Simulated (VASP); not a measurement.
```
GaSb
1.0
    0.00000     3.05442     3.05442
    3.05442     0.00000     3.05442
    3.05442     3.05442     0.00000
Ga Sb
1 1
Direct
  0.00000   0.00000   0.00000
  0.25000   0.25000   0.25000
```

Computed with PBEsol GGA with spin-orbit coupling, VASP's PBE PAW potentials (set 64) (plane waves; VASP). Run with 400 eV cut-off, 9×9×9 Γ-centred mesh, Gaussian smearing of 0.050 eV, potentials Ga_d Sb.

Question: Give the energies of bands 13 to 25 at the high-symmetry points, in eV from the Fermi level.

Answer: 
```
band      Γ      X      U      L      W
----  -----  -----  -----  -----  -----
13    -0.69  -7.08  -6.95  -6.65  -7.00
14    -0.69  -7.08  -6.85  -6.65  -6.89
15    -0.20  -2.96  -4.00  -1.60  -3.82
16    -0.20  -2.96  -3.81  -1.60  -3.50
17     0.00  -2.71  -2.45  -1.20  -3.39
18     0.00  -2.71  -2.43  -1.20  -3.38
19     0.00   0.61   1.09   0.13   3.24
20     0.00   0.61   1.12   0.13   3.61
21     2.39   0.93   3.53   3.44   4.01
22     2.39   0.93   3.66   3.44   4.06
23     2.60   8.32   6.23   3.54   4.10
24     2.60   8.32   6.41   3.54   4.20
25     2.60   8.55   6.57   6.09   4.44
```

It has no gap at this level: it comes out as a metal or semimetal.

The compound is GaSb in the zinc blende structure. It was relaxed first.
